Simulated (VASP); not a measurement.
# N: single point with RPBE

The system is N, in a box.

```xyz
1
Lattice="10.5000 0.0000 0.0000 0.0000 11.0000 0.0000 0.0000 0.0000 11.5000" Properties=species:S:1:pos:R:3 pbc="T T T"
N     5.2500    5.5500    5.7500
```

- Program: VASP 6.6.1
- Task: single point
- Functional: RPBE
- Potentials or basis: VASP PAW PBE potentials, release 64 (N)
- Cutoff: 400 eV
- k mesh: 1 × 1 × 1
- Occupations: gaussian, width 0.01 eV
- Spin: collinear spin, ferromagnetic start
- Starting moments: [3.1] μB
- Fixed moment: 3 μB

The net moment is 3.00 μB per cell, the site moments are N +1.89 μB and the valence electrons inside the program's atomic spheres are N 3.24.

Wall time 20 s on 4 MPI ranks on Intel(R) Xeon(R) 6975P-C (Granite Rapids) (shared host), peak memory 0.36 GiB a rank.

Caveat: the total moment is fixed, so each spin has its own Fermi level.
